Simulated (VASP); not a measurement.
Consider the following.

```xyz
3
Lattice="4.2389 0.0000 0.0000 -2.1194 3.6710 0.0000 0.0000 0.0000 4.4164" Properties=species:S:1:pos:R:3 pbc="T T T"
Ca     0.0000     0.0000     0.0000
Ga     0.0000     2.4473     2.2082
Ga     2.1194     1.2237     2.2082
```

Level of theory: PBEsol GGA, VASP's PBE PAW potentials (set 64) (plane waves; VASP 6.6.1). Run with 300 eV cut-off, 7×7×6 Γ-centred mesh, Fermi-Dirac smearing of 0.10 eV, potentials Ca_sv Ga_d.

### Question
Give the energies of bands 15 to 21 at the high-symmetry points, in eV from the Fermi level.

### Answer

```tsv
band	Γ	M	K	A	L	H
15	-9.32	-7.09	-6.23	-8.68	-6.94	-6.02
16	-0.58	-5.94	-6.23	-3.86	-5.25	-6.02
17	0.08	-1.06	-3.50	1.00	-1.40	-2.69
18	0.08	0.01	0.90	1.00	-1.34	-0.85
19	0.74	0.28	0.90	2.05	-0.82	-0.85
20	1.38	3.05	3.08	2.05	1.99	2.89
21	3.79	3.43	3.08	2.08	3.93	4.30
```

It has no gap at this level: it comes out as a metal or semimetal.

The structure comes from a computed database's CaGa2 entry; how it stands against other phases isn't given here. The cell was not relaxed at this level.
